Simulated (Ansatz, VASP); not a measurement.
## ZnInGaO4 (amorphous In12Ga12Zn12O48): VASP beside Ansatz

Wanted: the spread between two codes on one cell, functional and k mesh. Of the first pair: The structure shown is the start of the Ansatz relaxation below; VASP solves that cell, so the two are compared at the walk's first step.

Method: plane waves, with VASP 6.6.1 beside it; single point at PBE, in Ansatz 0.2.0.

## 1. The starting structure

The cell holds 84 atoms: 12 In, 12 Ga, 12 Zn and 48 O. Its edges and angles: a = 10.300 Å, b = 10.300 Å, c = 10.300 Å, α = 90.0°, β = 90.0°, γ = 90.0°. 84 atoms (12 In, 12 Ga, 12 Zn, 48 O) packed at random and pushed apart as soft spheres at 5.72 g/cm^3; MD (Langevin at fixed volume unless said) with the MACE-MP-0b2 small potential (Batatia et al., arXiv:2401.00096), steps of 2 fs: 0.7 ps at 2600 K, 2600 to 1560 K in 0.7 ps, 1560 to 300 K in 2 ps; then atoms relaxed.

## 2. Ansatz: relaxation, PBE

Ansatz runs on its default PAW (the set named soft_2) files.

The two programs are compared at the cell with which this relaxation starts, whose forces are those of its first step.

input.yaml

```yaml
crystal:
  lattice:
    - [10.29967, 0.0, 0.0]
    - [0.0, 10.29967, 0.0]
    - [0.0, 0.0, 10.29967]
  atoms:
    - { symbol: In, position: [0.84512, 0.16696, 0.10004] }
    - { symbol: In, position: [0.96516, 0.00118, 0.31304] }
    - { symbol: In, position: [0.6587, 0.4918, 0.18174] }
    - { symbol: In, position: [0.38818, 0.72239, 0.90046] }
    - { symbol: In, position: [0.48763, 0.81092, 0.17467] }
    - { symbol: In, position: [0.54288, 0.03241, 0.92736] }
    - { symbol: In, position: [0.17929, 0.22677, 0.29608] }
    - { symbol: In, position: [0.75025, 0.85054, 0.62498] }
    - { symbol: In, position: [0.44653, 0.25388, 0.13911] }
    - { symbol: In, position: [0.64749, 0.19041, 0.63498] }
    - { symbol: In, position: [0.76815, 0.36166, 0.87369] }
    - { symbol: In, position: [0.18069, 0.46837, 0.55186] }
    - { symbol: Ga, position: [0.72671, 0.70867, 0.93333] }
    - { symbol: Ga, position: [0.97714, 0.65255, 0.37898] }
    - { symbol: Ga, position: [0.28263, 0.54826, 0.21922] }
    - { symbol: Ga, position: [0.02149, 0.73937, 0.11299] }
    - { symbol: Ga, position: [0.84254, 0.06799, 0.82427] }
    - { symbol: Ga, position: [0.40397, 0.37445, 0.82155] }
    - { symbol: Ga, position: [0.06085, 0.88199, 0.59347] }
    - { symbol: Ga, position: [0.99878, 0.44445, 0.1246] }
    - { symbol: Ga, position: [0.24321, 0.99611, 0.11925] }
    - { symbol: Ga, position: [0.60588, 0.54151, 0.6975] }
    - { symbol: Ga, position: [0.90841, 0.56224, 0.62217] }
    - { symbol: Ga, position: [0.14021, 0.55402, 0.86594] }
    - { symbol: Zn, position: [0.27426, 0.9922, 0.74436] }
    - { symbol: Zn, position: [0.29183, 0.19596, 0.59699] }
    - { symbol: Zn, position: [0.86818, 0.35011, 0.3809] }
    - { symbol: Zn, position: [0.73431, 0.8299, 0.31431] }
    - { symbol: Zn, position: [0.67291, 0.13361, 0.33203] }
    - { symbol: Zn, position: [0.45827, 0.96715, 0.48421] }
    - { symbol: Zn, position: [0.21826, 0.81541, 0.38085] }
    - { symbol: Zn, position: [0.1346, 0.23012, 0.92415] }
    - { symbol: Zn, position: [0.48785, 0.65711, 0.42662] }
    - { symbol: Zn, position: [0.01445, 0.17061, 0.61492] }
    - { symbol: Zn, position: [0.02745, 0.87862, 0.89972] }
    - { symbol: Zn, position: [0.44639, 0.3886, 0.44375] }
    - { symbol: O, position: [0.98122, 0.48495, 0.46739] }
    - { symbol: O, position: [0.1376, 0.86984, 0.05125] }
    - { symbol: O, position: [0.84059, 0.6971, 0.51938] }
    - { symbol: O, position: [0.96754, 0.06529, 0.95319] }
    - { symbol: O, position: [0.38819, 0.23104, 0.34092] }
    - { symbol: O, position: [0.71474, 0.1565, 0.94182] }
    - { symbol: O, position: [0.23558, 0.40338, 0.89955] }
    - { symbol: O, position: [0.21503, 0.17139, 0.09268] }
    - { symbol: O, position: [0.56886, 0.52322, 0.52093] }
    - { symbol: O, position: [0.66626, 0.71693, 0.75589] }
    - { symbol: O, position: [0.13815, 0.26279, 0.49654] }
    - { symbol: O, position: [0.38624, 0.92344, 0.86377] }
    - { symbol: O, position: [0.71706, 0.26083, 0.45836] }
    - { symbol: O, position: [0.78442, 0.49445, 0.72121] }
    - { symbol: O, position: [0.96418, 0.21065, 0.2715] }
    - { symbol: O, position: [0.85599, 0.2155, 0.71565] }
    - { symbol: O, position: [0.94092, 0.89429, 0.73318] }
    - { symbol: O, position: [0.58909, 0.34697, 0.75476] }
    - { symbol: O, position: [0.66247, 0.27427, 0.18299] }
    - { symbol: O, position: [0.87999, 0.78238, 0.99274] }
    - { symbol: O, position: [0.12765, 0.67136, 0.25653] }
    - { symbol: O, position: [0.3139, 0.54263, 0.40751] }
    - { symbol: O, position: [0.68411, 0.00624, 0.74582] }
    - { symbol: O, position: [0.70901, 0.53253, 0.98762] }
    - { symbol: O, position: [0.16034, 0.14643, 0.75068] }
    - { symbol: O, position: [0.1576, 0.41322, 0.20723] }
    - { symbol: O, position: [0.09658, 0.72873, 0.50526] }
    - { symbol: O, position: [0.34781, 0.68049, 0.10403] }
    - { symbol: O, position: [0.4631, 0.55321, 0.81686] }
    - { symbol: O, position: [0.9524, 0.00936, 0.51279] }
    - { symbol: O, position: [0.43002, 0.00533, 0.129] }
    - { symbol: O, position: [0.17195, 0.99389, 0.29416] }
    - { symbol: O, position: [0.94022, 0.32757, 0.99775] }
    - { symbol: O, position: [0.05739, 0.51046, 0.711] }
    - { symbol: O, position: [0.34739, 0.37631, 0.63648] }
    - { symbol: O, position: [0.442, 0.22568, 0.93625] }
    - { symbol: O, position: [0.40831, 0.82246, 0.37565] }
    - { symbol: O, position: [0.77294, 0.01211, 0.22538] }
    - { symbol: O, position: [0.6546, 0.93464, 0.45893] }
    - { symbol: O, position: [0.62098, 0.68279, 0.26975] }
    - { symbol: O, position: [0.58845, 0.81678, 0.99404] }
    - { symbol: O, position: [0.4583, 0.1043, 0.60531] }
    - { symbol: O, position: [0.22922, 0.94408, 0.57211] }
    - { symbol: O, position: [0.91871, 0.79469, 0.27209] }
    - { symbol: O, position: [0.4533, 0.45302, 0.19836] }
    - { symbol: O, position: [0.04404, 0.58148, 0.0179] }
    - { symbol: O, position: [0.19744, 0.71832, 0.82409] }
    - { symbol: O, position: [0.86606, 0.49694, 0.24236] }
kpoints:
  mp_grid: { grid: [1, 1, 1] }
hamiltonian:
  xc: pbe
scf:
  occupations: { method: fermi_dirac, width: 0.025 }
output:
  forces: true
relax:
  f_tol: 0.04
  max_steps: 250
  cell: {}
```

Run with:

```
$ ansatz run input.yaml --threads 4 --pin off --max-ram 8192MiB --backend cpu --events-out ev --progress --plain --runs-dir out
```

Numbers of over 12 decimals in the logs are rounded to 6 here.

What it wrote:

```text
Engine: ansatz 0.2.0, x86_64-unknown-linux-gnu
Pseudopotentials: kind: paw
Pseudopotential: In, paw, valence charge 13, recommended cutoff 420 eV (normal), In.paw.azcp
Pseudopotential: Ga, paw, valence charge 13, recommended cutoff 420 eV (normal), Ga.paw.azcp
Pseudopotential: Zn, paw, valence charge 12, recommended cutoff 420 eV (normal), Zn.paw.azcp
Pseudopotential: O, paw, valence charge 6, recommended cutoff 420 eV (normal), O.paw.azcp
Functional definition: PBE
  parameter kappa = 0.804
  parameter beta = 0.066725
  exchange = pbe_x(kappa = kappa, mu = beta*pi^2/3)
  correlation = pbe_c(beta = beta)
Crystal: 84 atoms, lattice volume = 1092.622 Å³
Basis set: ecut = 420 eV, 21367 PW (Γ), exchange–correlation on 144×144×144 points (8 copies of the dense FFT grid, shifted against one another)
Bands: 456, of which v1, the nominal top of the filled ones, is band 372 counted from 1 (371 counted from 0)
Symmetry: 1 space group operations
Space group: P1 (ITA 1), of the structure as read, at distance tolerance 1.0e-4 Å
k-points: 1
Non-local potential: In, projectors of the file, l = 0: 2, l = 1: 2, l = 2: 2, l = 3: 2
Non-local potential: Ga, projectors of the file, l = 0: 2, l = 1: 2, l = 2: 3, l = 3: 1
Non-local potential: Zn, projectors of the file, l = 0: 2, l = 1: 2, l = 2: 3, l = 3: 1
Non-local potential: O, projectors of the file, l = 0: 2, l = 1: 2, l = 2: 1
PAW form: soft (Blöchl's): semilocal exchange-correlation on the pseudo side does not see the compensation charge
PAW one-centre angular grid: In, 590 points (default); XC on 64 Gauss nodes
PAW one-centre angular grid: Ga, 590 points (default); XC on 64 Gauss nodes
PAW one-centre angular grid: Zn, 590 points (default); XC on 64 Gauss nodes
PAW one-centre angular grid: O, 110 points (default); XC on 64 Gauss nodes
Initial density: superposition of atomic densities (neutral atoms: chi_scale 0, normalization atom), corrected by the library's trained network
Initial wavefunctions: pseudopotential atomic-orbital guess
Functional: x = pbe(κ = 0.804, μ = 0.219515), c = pbe(β = 0.066725)
SCF iter   1: F=—  HF=-179636.047947 eV  |F-HF|=—  |Δ(HF+E_count)|=         —  Δρ=2.84e-3  dr2=1.48e-1  ethr=1.77e-3  ⟨swp⟩=6.0  Hψ=1751  notcnv=0
preconditioner: auto → Resta (q_TF=auto, 2.559 Å⁻¹)  ε∞=5.2  [insulator: Δε(μ)=0.622 eV  Ē_g=14.956 eV  σ=0.025 eV  W_gap=1.00  n_scr=304 (ndim 8)  ℏωp=30.6 eV  f_vac=0.072  D(μ)=0.00/eV (n_scr^D=0)  ε∞_Penn≈5.2]
SCF iter   2: F=—  HF=-179636.036293 eV  |F-HF|=—  |Δ(HF+E_count)|=   1.17e-2  Δρ=1.58e-3  dr2=3.21e-2  ethr=1.99e-5  ⟨swp⟩=2.0  Hψ=871  notcnv=0  defer=77
SCF iter   3: F=—  HF=-179636.033521 eV  |F-HF|=—  |Δ(HF+E_count)|=   2.77e-3  Δρ=7.49e-4  dr2=1.28e-2  ethr=4.32e-6  ⟨swp⟩=2.0  Hψ=725  notcnv=0  defer=77
SCF iter   4: F=—  HF=-179636.031964 eV  |F-HF|=—  |Δ(HF+E_count)|=   1.56e-3  Δρ=2.87e-4  dr2=1.02e-3  ethr=1.72e-6  ⟨swp⟩=2.0  Hψ=714  notcnv=0  defer=77
SCF iter   5: F=—  HF=-179636.032002 eV  |F-HF|=—  |Δ(HF+E_count)|=   3.79e-5  Δρ=1.60e-4  dr2=2.82e-4  ethr=1.37e-7  ⟨swp⟩=2.0  Hψ=719  notcnv=0  defer=77
SCF iter   6: F=—  HF=-179636.032007 eV  |F-HF|=—  |Δ(HF+E_count)|=   5.00e-6  Δρ=5.59e-5  dr2=3.51e-5  ethr=3.78e-8  ⟨swp⟩=2.0  Hψ=719  notcnv=0  defer=77
SCF iter   7: F=—  HF=-179636.033571 eV  |F-HF|=—  |Δ(HF+E_count)|=   1.56e-3  Δρ=2.89e-5  dr2=9.67e-6  ethr=4.72e-9  ⟨swp⟩=2.0  Hψ=750  notcnv=0  defer=77
SCF iter   8: F=—  HF=-179636.033575 eV  |F-HF|=—  |Δ(HF+E_count)|=   4.19e-6  Δρ=1.09e-5  dr2=1.58e-6  ethr=1.30e-9  ⟨swp⟩=2.0  Hψ=738  notcnv=0  defer=77
SCF iter   9: F=—  HF=-179636.033576 eV  |F-HF|=—  |Δ(HF+E_count)|=   1.31e-6  Δρ=7.64e-6  dr2=6.18e-7  ethr=2.12e-10  ⟨swp⟩=2.0  Hψ=750  notcnv=0  defer=77
SCF iter  10: F=-179636.033576 eV  HF=-179636.033576 eV  |F-HF|=5.10e-8  |Δ(HF+E_count)|=   1.30e-7  Δρ=2.37e-6  dr2=7.59e-8  ethr=1.34e-11  ⟨swp⟩=3.0  Hψ=1581  notcnv=0
SCF 1 converged in 10 iterations: F = -179636.033576 eV  dr2 = 7.59e-8
  greatest PAW one-centre occupation: 0.998 electrons in one spin orbital (limit 2), on the Ga atom at site 13 (counted from 0), in its partial waves of l = 2
relax step   1: F+E_penalty+E_count = -179636.03357621 eV  Δ(F+E_penalty+E_count) = +0.000e0 eV  max|allowed force component| = 3.848e-1 eV/Å  Δτ_max = 0.0000 Å  P = -0.148 GPa  Ω = 1092.622 Å³  (10 SCF iters, dr2 threshold 1.00e-7 eV, accepted)
Crystal: 84 atoms, lattice volume = 1093.935 Å³
Basis set: ecut = 420 eV, 21383 PW (Γ), exchange–correlation on 144×144×144 points (8 copies of the dense FFT grid, shifted against one another)
Initial density: handed on by an earlier stage of this run
Initial wavefunctions: those handed on with the density
iter 1 solved again at ethr=3.54e-5 eV; its pass at ethr=3.10e-3 eV (dr2=2.64e-1 eV) is discarded
SCF iter   1: F=—  HF=-179636.502467 eV  |F-HF|=—  |Δ(HF+E_count)|=         —  Δρ=7.43e-3  dr2=2.67e-1  ethr=3.54e-5  ⟨swp⟩=7.0  Hψ=2060  notcnv=0
[...]
atom  62  O      0.00284615     0.00245582     0.00348432
  atom  63  O     -0.00257936    -0.00093013    -0.00190100
  atom  64  O     -0.00129208    -0.00155556     0.00707253
  atom  65  O     -0.00093877     0.00263296    -0.00406905
  atom  66  O      0.00110097    -0.00009536    -0.00215076
  atom  67  O      0.00477729    -0.00093774     0.00523932
  atom  68  O      0.00706339     0.00204907    -0.00484253
  atom  69  O     -0.00192863     0.00119875    -0.00097930
  atom  70  O      0.00140276    -0.00134079     0.00200011
  atom  71  O     -0.00440965     0.00065230     0.00113273
  atom  72  O      0.00146437     0.00503988    -0.00126298
  atom  73  O     -0.00137656    -0.00456059    -0.00840661
  atom  74  O     -0.00124810     0.00131659    -0.00253405
  atom  75  O     -0.00450284    -0.00281043     0.00087669
  atom  76  O      0.00108626     0.00249303    -0.00004278
  atom  77  O      0.00375766     0.00008176     0.00107715
  atom  78  O      0.00249834    -0.00273879    -0.00451053
  atom  79  O      0.00081294     0.00010854    -0.00178991
  atom  80  O     -0.00082218     0.00124282    -0.00083299
  atom  81  O     -0.00090919     0.00041018    -0.00441998
  atom  82  O     -0.00131581     0.00222656     0.00241214
  atom  83  O     -0.00238610     0.00370893    -0.00250800
  atom  84  O      0.00141610    -0.00030045     0.00454481
  max |Σ_I F_I| component: 5.69e-6 eV/Å
--- Stress (GPa, compression-positive) ---
       -0.004549      -0.011830       0.012498
       -0.011830      -0.002806       0.000517
        0.012498       0.000517       0.007475
  P = ⅓ Tr σ = 0.0000 GPa (0.000 kbar)
--- Relaxed structure (40 steps of the walk, 37 accepted, 3 SCFs on fresh bases) ---
  F+E_penalty+E_count = -179638.98461462 eV   max|allowed force component| = 1.125e-2 eV/Å   (the final SCF, on the basis selected at the relaxed cell)
  cell:  # Å, volume = 1099.3197 Å³
    - [9.874417, -0.164791, 0.331234]
    - [-0.164791, 10.494861, -0.227985]
    - [0.331234, -0.227985, 10.626665]
  atoms:
    - { symbol: In, position: [0.796580, 0.171703, 0.118698] }
    - { symbol: In, position: [0.947473, 0.00461288, 0.316486] }
    - { symbol: In, position: [0.653889, 0.497303, 0.178120] }
    - { symbol: In, position: [0.406667, 0.725095, 0.894957] }
    - { symbol: In, position: [0.492179, 0.809592, 0.175153] }
    - { symbol: In, position: [0.590957, 0.00311148, 0.934986] }
    - { symbol: In, position: [0.165370, 0.234805, 0.286613] }
    - { symbol: In, position: [0.756752, 0.851034, 0.646286] }
    - { symbol: In, position: [0.463588, 0.235973, 0.149668] }
    - { symbol: In, position: [0.611744, 0.179667, 0.670994] }
    - { symbol: In, position: [0.774436, 0.361599, 0.872222] }
    - { symbol: In, position: [0.186547, 0.456423, 0.524124] }
    - { symbol: Ga, position: [0.742320, 0.694929, 0.932702] }
    - { symbol: Ga, position: [0.990983, 0.681247, 0.393299] }
    - { symbol: Ga, position: [0.293544, 0.543510, 0.206464] }
    - { symbol: Ga, position: [0.023266, 0.736542, 0.113374] }
    - { symbol: Ga, position: [0.919704, 0.067462, 0.832184] }
    - { symbol: Ga, position: [0.392184, 0.368771, 0.775815] }
    - { symbol: Ga, position: [0.081464, 0.924379, 0.586265] }
    - { symbol: Ga, position: [0.992932, 0.442610, 0.122141] }
    - { symbol: Ga, position: [0.250920, 1.000043, 0.111135] }
    - { symbol: Ga, position: [0.616399, 0.539759, 0.691142] }
    - { symbol: Ga, position: [0.925923, 0.568758, 0.622104] }
    - { symbol: Ga, position: [0.145780, 0.549404, 0.857574] }
    - { symbol: Zn, position: [0.288914, 1.038316, 0.788316] }
    - { symbol: Zn, position: [0.307484, 0.180081, 0.536210] }
    - { symbol: Zn, position: [0.848149, 0.366830, 0.377235] }
    - { symbol: Zn, position: [0.719162, 0.825642, 0.341333] }
    - { symbol: Zn, position: [0.652848, 0.149088, 0.381872] }
    - { symbol: Zn, position: [0.445644, 0.938313, 0.507685] }
    - { symbol: Zn, position: [0.217933, 0.831903, 0.334718] }
    - { symbol: Zn, position: [0.143240, 0.247575, 0.953133] }
    - { symbol: Zn, position: [0.500285, 0.667924, 0.435842] }
    - { symbol: Zn, position: [-0.061098, 0.201703, 0.571174] }
    - { symbol: Zn, position: [0.065119, 0.839548, 0.879995] }
    - { symbol: Zn, position: [0.462579, 0.398555, 0.436019] }
    - { symbol: O, position: [0.992326, 0.506295, 0.456159] }
    - { symbol: O, position: [0.129691, 0.879427, 0.053364] }
    - { symbol: O, position: [0.861880, 0.705551, 0.540399] }
    - { symbol: O, position: [0.814595, 0.027324, 0.977108] }
    - { symbol: O, position: [0.370824, 0.250157, 0.343549] }
    - { symbol: O, position: [0.618344, 0.204167, 0.999426] }
    - { symbol: O, position: [0.232522, 0.397275, 0.881550] }
    - { symbol: O, position: [0.251646, 0.178236, 0.091735] }
    - { symbol: O, position: [0.585754, 0.525932, 0.515403] }
    - { symbol: O, position: [0.676745, 0.709502, 0.769518] }
    - { symbol: O, position: [0.117326, 0.257304, 0.489971] }
    - { symbol: O, position: [0.406054, 0.923931, 0.867156] }
    - { symbol: O, position: [0.767654, 0.252687, 0.502633] }
    - { symbol: O, position: [0.799585, 0.493639, 0.722728] }
    - { symbol: O, position: [0.951329, 0.200800, 0.259883] }
    - { symbol: O, position: [0.874427, 0.215227, 0.752846] }
    - { symbol: O, position: [0.965449, 0.905738, 0.737554] }
    - { symbol: O, position: [0.592799, 0.361366, 0.760608] }
    - { symbol: O, position: [0.658254, 0.282835, 0.247503] }
    - { symbol: O, position: [0.902114, 0.767490, 0.982955] }
    - { symbol: O, position: [0.127574, 0.674962, 0.249559] }
    - { symbol: O, position: [0.330375, 0.542694, 0.387910] }
    - { symbol: O, position: [0.686003, 0.014956, 0.745029] }
    - { symbol: O, position: [0.720010, 0.526508, 0.988730] }
[...]
- { symbol: O, position: [0.598817, 0.802132, 0.996459] }
    - { symbol: O, position: [0.509328, 0.114686, 0.511140] }
    - { symbol: O, position: [0.256126, 1.001512, 0.599033] }
    - { symbol: O, position: [0.911155, 0.797243, 0.279610] }
    - { symbol: O, position: [0.452037, 0.438919, 0.155171] }
    - { symbol: O, position: [0.050338, 0.571829, 0.017169] }
    - { symbol: O, position: [0.206200, 0.714775, 0.834116] }
    - { symbol: O, position: [0.853960, 0.488415, 0.241483] }
```

Reading the cycles: dr2 is the Hartree energy of the density residual (eV), the measure of convergence; HF is the Harris–Foulkes estimate of the energy, which meets the free energy F at convergence.

(Part 1 of 3 ends here.)

[Lines on the potential files, build, host, timing and source positions are cut from VASP's logs without a mark.]

[Logs are printed without paths, hosts, clocks, repeated set-up lines and the standing remarks that a program may print on its own settings, such as how far it seeks lower states.]

[Hosts, paths, dates, database ids (printed as entryN), source tags and the programs' standing remarks are cut or masked in the printed files.]
